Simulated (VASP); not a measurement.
Write the native input for VASP 6.6.1 that does the following.

```
Task                   : single point
Functional             : PBE
Potentials or basis    : VASP PAW PBE potentials, release 64 (Ba_sv, Mg, Li_sv, Si)
Cutoff                 : 520 eV
k mesh                 : 3 × 3 × 3
Occupations            : gaussian, width 0.1 eV
Spin                   : no spin polarisation
Dipole correction      : no
Further INCAR settings : ALGO = Normal; EDIFF = 1e-07; NBANDS = 23
```

The structure of BaLi2Mg2Si2 lies in POSCAR:

```
BaLi2Mg2Si2
1.0
    5.7514990000      1.3068630000      1.8930270000
    0.6932240000      5.9538350000     -0.4559800000
   -0.3925760000      0.2367290000      4.7748330000
Ba Mg Li Si
1 2 2 2
Direct
    0.7053891040      0.3265040891     -0.0004325355
    0.1102387600      0.9402543858      0.5306387146
    0.3043632823      0.4035463832      0.6128244001
    0.1828784048      0.2258060385      0.1352098135
   -0.0450457687      0.6971467566      0.1316437317
    0.5314068973      0.9064103115      0.1989006462
    0.5554925356      0.7227719963      0.5936752566
```

The cell was built by a generator and needn't be a form met in nature.

One way to write it, as run:

INCAR

```
PREC = Accurate ; ENCUT = 520
EDIFF = 1E-7 ; ISMEAR = 0
SIGMA = 0.1 ; LREAL = False
LASPH = True ; NELM = 100
ALGO = Normal ; ISIF = 2
LWAVE = False ; LCHARG = False
GGA = PE ; NBANDS = 23
```

KPOINTS

```
Automatic mesh
0
Gamma
  3 3 3
```

Potentials or basis: VASP PAW PBE potentials, release 64 (Ba_sv, Mg, Li_sv, Si).

Run with:

```console
$ cat potpaw_PBE.64/Ba_sv/POTCAR potpaw_PBE.64/Mg/POTCAR potpaw_PBE.64/Li_sv/POTCAR potpaw_PBE.64/Si/POTCAR > POTCAR
$ mpirun -np 1 vasp_std > vasp.out
```

It gave:

| Property | Result |
| --- | --- |
| Largest force | 0.890 eV/Å |
| Band gap on the k mesh | 0.07 eV, indirect (least direct gap 0.09 eV) |

Caveat: the k mesh is coarse (spacing up to 0.45 Å⁻¹), so the values aren't converged; spin-orbit coupling is left out, which moves the levels of the heavy elements.

Run time: 61 s on 1 thread of Intel(R) Xeon(R) Platinum 8488C (Sapphire Rapids), with other jobs on the host, peak memory 0.3 GiB.
